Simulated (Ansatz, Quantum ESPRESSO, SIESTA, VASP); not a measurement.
# Code comparison for CaC2 (P1, 3 atoms in the cell)

Self-consistent single point, at a second geometry (atoms moved at random). First geometry:

```xyz
3
Lattice="-1.9343 1.9343 3.2021 1.9343 -1.9343 3.2021 1.9343 1.9343 -3.2021" Properties=species:S:1:pos:R:3 pbc="T T T"
Ca     0.0000     0.0000     0.0000
C      0.0000     0.0000     3.8290
C      0.0000     0.0000     2.5752
```

Second geometry:
```
CaC2
1.0
   -1.93430     1.93430     3.20211
    1.93430    -1.93430     3.20211
    1.93430     1.93430    -3.20211
Ca C
1 2
Direct
  0.98208   0.00945   0.99694
  0.61184   0.61166   0.02114
  0.40608   0.37889   0.98192
```

Shared settings, as Ansatz (an electronic-structure program) writes them: kpoints.mp_grid.grid = 12 12 12; scf.occupations.method = fixed. Potentials and cutoffs stand in the table.

```json
[
 {"code": "Quantum ESPRESSO", "model": "LDA (PZ), GBRV 1.5 ultrasoft (LDA) pseudopotentials", "ΔF from the first geometry (meV/atom)": "20.7", "pressure (GPa)": "-6.93", "largest force (eV/Å)": "2.103", "gap on the mesh (eV)": "1.106", "cutoff": "40 Ry"},
 {"code": "Ansatz", "model": "LDA (PW92), default PAW files made with PBE", "ΔF from the first geometry (meV/atom)": "22.1", "pressure (GPa)": "-7.23", "largest force (eV/Å)": "2.217", "gap on the mesh (eV)": "1.099", "cutoff": "420 eV"},
 {"code": "SIESTA", "model": "LDA PW92, numerical atomic orbitals TZP, PseudoDojo LDA standard norm-conserving potentials (rewritten from UPF to PSML)", "ΔF from the first geometry (meV/atom)": "8.5", "pressure (GPa)": "1.95", "largest force (eV/Å)": "0.641", "gap on the mesh (eV)": "1.627", "cutoff": "grid 300 Ry"},
 {"code": "VASP", "model": "LDA (PZ), VASP's LDA PAW potentials (set 64)", "ΔF from the first geometry (meV/atom)": "21.3", "pressure (GPa)": "-7.38", "largest force (eV/Å)": "2.130", "gap on the mesh (eV)": "1.088", "cutoff": "400 eV"}
]
```

Size of the force on each atom (eV/Å): Sizes of forces hide their directions.

```json
[
 {"code": "Quantum ESPRESSO", "Ca1": "0.315", "C2": "2.103", "C3": "2.014"},
 {"code": "Ansatz", "Ca1": "0.313", "C2": "2.217", "C3": "2.126"},
 {"code": "SIESTA", "Ca1": "0.561", "C2": "0.641", "C3": "0.637"},
 {"code": "VASP", "Ca1": "0.322", "C2": "2.130", "C3": "2.040"}
]
```

Gaps are read on the mesh.

The spread over the programs that give each value: ΔF from the first geometry within 13.6 meV/atom; pressure within 9.33 GPa; largest force within 1.576 eV/Å; gap on the mesh within 0.539 eV.

SIESTA uses small atom-centred bases, whose incompleteness enters pressures, forces and empty levels differently from a plane-wave cutoff. Ansatz's pressure is given at a fixed set of plane waves, as the other plane-wave codes print theirs; with its correction for the finite basis it is -6.96 GPa (the shift of 0.26 GPa shows how far the cutoff is from converged). The same LDA comes in different parametrisations, which differ slightly. In the pressure, SIESTA (by 9.17) lies more than 1 GPa from the median of the plane-wave programs. In the gap, SIESTA (by 0.528) lies more than 0.12 eV from the median of the plane-wave programs. In the force vectors, Ansatz (by 0.088) and SIESTA (by 1.620) lie more than 0.08 eV/Å from the median of the plane-wave programs.

VASP's run is marked for a possible Pulay error in its stress at this cutoff; no cutoff test was made.

VASP ran the fixed occupations as a Gaussian smearing of 0.01 eV.

The starting cell comes from a database of computed structures (which also holds hypothetical and non-ambient phases and stackings), without a prior relaxation at this level. For this run, on top of that: atoms moved at random.

Left out of this page: CP2K (not drawn, or without a comparable value).

Keys are those of Ansatz 0.2.
